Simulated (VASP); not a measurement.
Input:

```
CELL_PARAMETERS angstrom
      0.00000     1.97387     1.97387
      1.97387     0.00000     1.97387
      1.97387     1.97387     0.00000
ATOMIC_POSITIONS crystal
  Li 0.00000 0.00000 0.00000
  F  0.50000 0.50000 0.50000
```

Calculation: rev-vdW-DF2, VASP's PBE PAW potentials (set 64) (plane waves; VASP 6.6.1). Settings: 520 eV cut-off, 11×11×11 Γ-centred mesh, Gaussian smearing of 0.050 eV, potentials Li_sv F.

Q: Give the stress tensor in GPa (positive for a compressed cell).

A: 
```
4.88  0.00  0.00
0.00  4.88  0.00
0.00  0.00  4.88
```
The pressure is its mean diagonal, 4.88 GPa.

The compound is LiF in the rock salt structure. This cell is one point of a volume scan, at 0.94 of the reference volume.
